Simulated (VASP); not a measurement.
Method: PBE GGA, VASP's PBE PAW potentials (set 64) (plane waves; VASP 6.6.1).

VASP ran on this input.

**INCAR**
```
! general
SYSTEM = Al16Cl
PREC   = Normal
ENCUT  = 400
LREAL  = .FALSE.
LASPH  = .TRUE.

! electronic loop
EDIFF  = 1E-6
NELM   = 100
NELMIN = 4
ALGO   = Normal

! smearing
ISMEAR = 1
SIGMA  = 0.1

! functional
GGA    = PE

! output
LWAVE  = .FALSE.
LCHARG = .FALSE.
LORBIT = 11
LVHAR  = .TRUE.

! other
LDIPOL = .TRUE.
IDIPOL = 3
DIPOL  = 0.5 0.5 0.5
```

File POSCAR:
```
Al16Cl
1
    5.7074358814     0.0000000000     0.0000000000
    0.0000000000     5.7074358814     0.0000000000
    0.0000000000     0.0000000000    20.0044478447
Al Cl
16 1
Direct
  0.2477820509   0.2477820509   0.3429658650
  0.7522179491   0.2477820509   0.3429658650
  0.2477820509   0.7522179491   0.3429658650
  0.7522179491   0.7522179491   0.3429658650
  0.0000000000   0.0000000000   0.4505905090
  0.5000000000   0.0000000000   0.4465258431
  0.0000000000   0.5000000000   0.4465258431
  0.5000000000   0.5000000000   0.4465341651
  0.2532851520   0.2532851520   0.5525098324
  0.7467148480   0.2532851520   0.5525098324
  0.2532851520   0.7467148480   0.5525098324
  0.7467148480   0.7467148480   0.5525098324
  0.0000000000   0.0000000000   0.6579947898
  0.5000000000   0.0000000000   0.6530145062
  0.0000000000   0.5000000000   0.6530145062
  0.5000000000   0.5000000000   0.6596068008
  0.0000000000   0.0000000000   0.7666812470
```

KPOINTS:
```
Automatic mesh
0
Gamma
5 5 1
0 0 0
```

POTCAR, in this order: Al Cl (PBE.64 set). Program: vasp_std. Read from the step before: WAVECAR.

Q: What does the run give for the energy per atom (σ→0), band gap (on the k-mesh)?

A: 
```json
{
  "energy per atom (σ→0)": "-3.511 eV/atom",
  "band gap (on the k-mesh)": "none (metal, semimetal or under 0.01 eV)"
}
```

**OSZICAR**
```
       N       E                     dE             d eps       ncg     rms          rms(c)
DAV:   1    -0.596861317040E+02   -0.59686E+02   -0.97515E-05   496   0.440E-02    0.141E-02
DAV:   2    -0.596863043146E+02   -0.17261E-03   -0.96670E-04   504   0.145E-01    0.320E-02
DAV:   3    -0.596861020903E+02    0.20222E-03   -0.51689E-04   512   0.110E-01    0.305E-03
DAV:   4    -0.596861028742E+02   -0.78390E-06   -0.12784E-05   520   0.120E-02    0.496E-03
DAV:   5    -0.596861029646E+02   -0.90406E-07   -0.57335E-07   304   0.377E-03
   1 F= -.59686103E+02 E0= -.59683423E+02  d E =-.803904E-02
```

The cell is a thin slab with vacuum, built from Al (fcc): (100) face, Cl adsorbed.
